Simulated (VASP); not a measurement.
Output of a VASP run:

### OUTCAR
```
 ion  position               nearest neighbor table
   1  1.000  0.334  0.667-   2 2.59   2 2.59   3 2.59   3 2.59   2 2.59   3 2.59
   2  0.666  0.666  0.000-   1 2.59   3 2.59   3 2.59   1 2.59   3 2.59   1 2.59
   3  0.334  1.000  0.333-   2 2.59   2 2.59   1 2.59   1 2.59   2 2.59   1 2.59
  LATTYP: Found a hexagonal cell.
 ALAT       =     3.2700854102
 C/A-ratio  =     1.6282970756
 Subroutine PRICEL returns:
 Original cell was already a primitive cell.
 Subroutine GETGRP returns: Found  6 space group operations
The static configuration has the point symmetry C_2 .
 The point group associated with its full space group is D_3 .
The dynamic configuration has the point symmetry C_2 .
 Subroutine INISYM returns: Found  6 space group operations
 Subroutine IBZKPT returns following result:
 Found     84 irreducible k-points:

 Following reciprocal coordinates:
            Coordinates               Weight
  0.000000  0.000000  0.000000      1.000000
  0.090909  0.000000  0.000000      6.000000
  0.181818  0.000000  0.000000      6.000000
  0.272727  0.000000  0.000000      6.000000
  0.363636  0.000000  0.000000      6.000000
  0.454545  0.000000  0.000000      6.000000
  0.090909  0.090909  0.000000      6.000000
  0.181818  0.090909  0.000000     12.000000
  0.272727  0.090909  0.000000     12.000000
  0.363636  0.090909  0.000000     12.000000
  0.454545  0.090909  0.000000      6.000000
  0.181818  0.181818  0.000000      6.000000
  0.272727  0.181818  0.000000     12.000000
  0.363636  0.181818  0.000000     12.000000
  0.272727  0.272727  0.000000      6.000000
  0.363636  0.272727  0.000000      6.000000
  0.000000  0.000000  0.166667      2.000000
  0.090909  0.000000  0.166667      6.000000
  0.000000  0.090909  0.166667      6.000000
  0.181818  0.000000  0.166667      6.000000
  0.000000  0.181818  0.166667      6.000000
  0.272727  0.000000  0.166667      6.000000
  0.000000  0.272727  0.166667      6.000000
  0.363636  0.000000  0.166667      6.000000
  0.000000  0.363636  0.166667      6.000000
  0.454545  0.000000  0.166667      6.000000
  0.000000  0.454545  0.166667      6.000000
  0.090909  0.090909  0.166667     12.000000
  0.181818  0.090909  0.166667     12.000000
 -0.090909  0.272727  0.166667     12.000000
  0.272727  0.090909  0.166667     12.000000
 -0.090909  0.363636  0.166667     12.000000
  0.363636  0.090909  0.166667     12.000000
 -0.090909  0.454545  0.166667     12.000000
  0.454545  0.090909  0.166667     12.000000
  0.181818  0.181818  0.166667     12.000000
  0.272727  0.181818  0.166667     12.000000
 -0.181818  0.454545  0.166667     12.000000
  0.363636  0.181818  0.166667     12.000000
 -0.181818 -0.454545  0.166667     12.000000
   k-points           NKPTS =     84   k-points in BZ     NKDIM =     84   number of bands    NBANDS=     13
   number of dos      NEDOS =    301   number of ions     NIONS =      3
   total plane-waves  NPLWV =  23040
   dimension x,y,z NGX =    24 NGY =   24 NGZ =   40
   dimension x,y,z NGXF=    48 NGYF=   48 NGZF=   80
   ions per type =               3
   PREC   = accura    normal or accurate (medium, high low for compatibility)
   ISTART =      0    job   : 0-new  1-cont  2-samecut
   ICHARG =      2    charge: 1-file 2-atom 10-const
   ISPIN  =      1    spin polarized calculation?
   LNONCOLLINEAR =      F non collinear calculations
   LSORBIT =      F    spin-orbit coupling
   INIWAV =      1    electr: 0-lowe 1-rand  2-diag
   ENCUT  =  500.0 eV  36.75 Ry    6.06 a.u.   5.96  5.96  9.71*2*pi/ulx,y,z
   NELM   =    100;   NELMIN=  2; NELMDL= -5     # of ELM steps
   EDIFF  = 0.1E-05   stopping-criterion for ELM
   LREAL  =      F    real-space projection
   NLSPLINE    = F    spline interpolate recip. space projectors
   LMAXMIX     =    4 max onsite mixed and CHGCAR
   VOSKOWN=      0    Vosko Wilk Nusair interpolation
   EDIFFG = -.2E-01   stopping-criterion for IOM
...
```

OSZICAR:
```
...
   7 F= 0.25669426E+01 E0= 0.25668263E+01  d E =-.484598E-01
       N       E                     dE             d eps       ncg     rms          rms(c)
DAV:   1    -0.996705458763E+01    0.23603E+00   -0.10545E+01  2234   0.206E+01    0.200E+00
DAV:   2    -0.989333263130E+01    0.73722E-01   -0.29548E-01  2284   0.386E+00    0.104E+00
DAV:   3    -0.985504226245E+01    0.38290E-01   -0.74435E-02  2499   0.176E+00    0.200E-01
DAV:   4    -0.985516955504E+01   -0.12729E-03   -0.21893E-03  2299   0.341E-01    0.131E-01
DAV:   5    -0.985512727271E+01    0.42282E-04   -0.58494E-05  2429   0.572E-02    0.103E-02
DAV:   6    -0.985512682173E+01    0.45098E-06   -0.11984E-06  1770   0.812E-03
   8 F= 0.26141985E+01 E0= 0.26143415E+01  d E =-.120390E-02
       N       E                     dE             d eps       ncg     rms          rms(c)
DAV:   1    -0.102079694739E+02   -0.35284E+00   -0.60805E+00  2214   0.155E+01    0.159E+00
DAV:   2    -0.101662344993E+02    0.41735E-01   -0.15637E-01  2289   0.289E+00    0.808E-01
DAV:   3    -0.101423687585E+02    0.23866E-01   -0.43037E-02  2379   0.131E+00    0.166E-01
DAV:   4    -0.101423038050E+02    0.64954E-04   -0.14117E-03  2394   0.266E-01    0.105E-01
DAV:   5    -0.101422742191E+02    0.29586E-04   -0.53427E-05  2369   0.524E-02    0.892E-03
DAV:   6    -0.101422740068E+02    0.21235E-06   -0.47173E-07  1680   0.546E-03
   9 F= 0.25618327E+01 E0= 0.25615771E+01  d E =-.535698E-01
       N       E                     dE             d eps       ncg     rms          rms(c)
DAV:   1    -0.101229265696E+02    0.19348E-01   -0.49110E-02  2199   0.140E+00    0.141E-01
DAV:   2    -0.101225923202E+02    0.33425E-03   -0.12646E-03  2299   0.257E-01    0.716E-02
DAV:   3    -0.101224116924E+02    0.18063E-03   -0.33841E-04  2404   0.117E-01    0.143E-02
DAV:   4    -0.101224117857E+02   -0.93330E-07   -0.10062E-05  2404   0.229E-02    0.920E-03
DAV:   5    -0.101224115530E+02    0.23276E-06   -0.36485E-07  1187   0.442E-03
  10 F= 0.25616105E+01 E0= 0.25615973E+01  d E =-.537920E-01
       N       E                     dE             d eps       ncg     rms          rms(c)
DAV:   1    -0.102724629925E+02   -0.15005E+00   -0.13492E-01  2189   0.240E+00    0.475E-01
DAV:   2    -0.102692331003E+02    0.32299E-02   -0.39869E-03  2304   0.469E-01    0.246E-01
DAV:   3    -0.102678703358E+02    0.13628E-02   -0.32026E-03  2189   0.349E-01    0.615E-02
DAV:   4    -0.102678674861E+02    0.28498E-05   -0.37564E-05  2424   0.466E-02    0.395E-02
DAV:   5    -0.102678634704E+02    0.40157E-05   -0.25992E-06  1776   0.128E-02    0.813E-03
DAV:   6    -0.102678633083E+02    0.16214E-06   -0.29934E-07  1162   0.467E-03
  11 F= 0.25647945E+01 E0= 0.25648097E+01  d E =0.318405E-02
       N       E                     dE             d eps       ncg     rms          rms(c)
DAV:   1    -0.101546742350E+02    0.11319E+00   -0.87820E-02  2189   0.195E+00    0.387E-01
DAV:   2    -0.101525845605E+02    0.20897E-02   -0.25804E-03  2304   0.378E-01    0.199E-01
DAV:   3    -0.101516998750E+02    0.88469E-03   -0.20552E-03  2189   0.280E-01    0.473E-02
DAV:   4    -0.101516977202E+02    0.21549E-05   -0.24331E-05  2399   0.375E-02    0.290E-02
DAV:   5    -0.101516954039E+02    0.23163E-05   -0.13674E-06  1383   0.973E-03    0.532E-03
DAV:   6    -0.101516953204E+02    0.83484E-07   -0.20734E-07  1162   0.380E-03
  12 F= 0.25614074E+01 E0= 0.25613928E+01  d E =-.203059E-03
```

**OUTCAR**
```
------------------------ aborting loop because EDIFF is reached ----------------------------------------
  FORCE on cell =-STRESS in cart. coord.  units (eV):
  Direction    XX          YY          ZZ          XY          YZ          ZX
  --------------------------------------------------------------------------------------
  Total       12.7183147     12.7181654     12.7048025      0.0000000     -0.0000000      0.0000000
  in kB      450.1844875    450.1791998    449.7062015      0.0000000     -0.0000000      0.0000000
  external PRESSURE =       0.0232963 kB  Pullay stress =     450.0000000 kB
  volume of cell :       45.26
      direct lattice vectors                 reciprocal lattice vectors
     1.543980933 -2.674237716 -0.000000000     0.323838196 -0.186969168 -0.000000000
     1.543980933  2.674237716  0.000000000     0.323838196  0.186969168  0.000000000
    -0.000000000 -0.000000000  5.481225717     0.000000000 -0.000000000  0.182440945
 POSITION                                       TOTAL-FORCE (eV/Angst)
 -----------------------------------------------------------------------------------
      2.05901     -1.78219      3.65415        -0.001335     -0.002313     -0.000000
      2.05791     -0.00000     -0.00000         0.002670      0.000000     -0.000000
      2.05901      1.78219      1.82707        -0.001335      0.002313      0.000000
 -----------------------------------------------------------------------------------
    total drift:                               -0.000170     -0.000346      0.000012
  FREE ENERGIE OF THE ION-ELECTRON SYSTEM (eV)
  ---------------------------------------------------
  free  energy   TOTEN  =       -10.1516953204 eV

  energy  without entropy=      -10.1517391539  energy(sigma->0) =      -10.15170993
  enthalpy is  TOTEN    =         2.5614074023 eV   P V=       12.7131027227

 reached required accuracy - stopping structural energy minimisation
```
(Selected blocks of OUTCAR.)

### POSCAR
```
Se
1
    1.6350450579    -2.8319756794    -0.0000000000
    1.6350450579     2.8319756794     0.0000000000
   -0.0000000000     0.0000000000     5.3246705104
Se
3
Direct
  0.9999999995   0.3339391525   0.6666670000
  0.6660608480   0.6660608480   0.0000000000
  0.3339391525   0.9999999995   0.3333330000
```

Question: Reconstruct the remaining input files.

Answer: This is not unique; one that fits is the input of the run itself, LDA (Ceperley-Alder, Perdew-Zunger), plane waves, VASP's LDA PAW potentials (set 64).

**KPOINTS**
```
Automatic mesh
0
Gamma
11 11 6
0 0 0
```

**INCAR**
```
# general
SYSTEM =Se
PREC   =Accurate
ENCUT  =500
LREAL  =.FALSE.
LASPH  =.TRUE.

# electronic loop
EDIFF  =1E-6
NELM   =100
ALGO   =Normal
LMAXMIX=4

# smearing
ISMEAR =1
SIGMA  =0.1

# ions
IBRION =2
NSW    =40
ISIF   =3
EDIFFG =-0.02
PSTRESS=450

# output
LWAVE  =.FALSE.
LCHARG =.FALSE.
```

POTCAR, in this order: Se (LDA.64 set). Program: vasp_std.

Energy and stress use the plane-wave basis of the starting cell.

The compound is Se in the trig structure. This run relaxes it under an external pressure of 45 GPa. Symmetry was kept, so distortions that lower it aren't found.
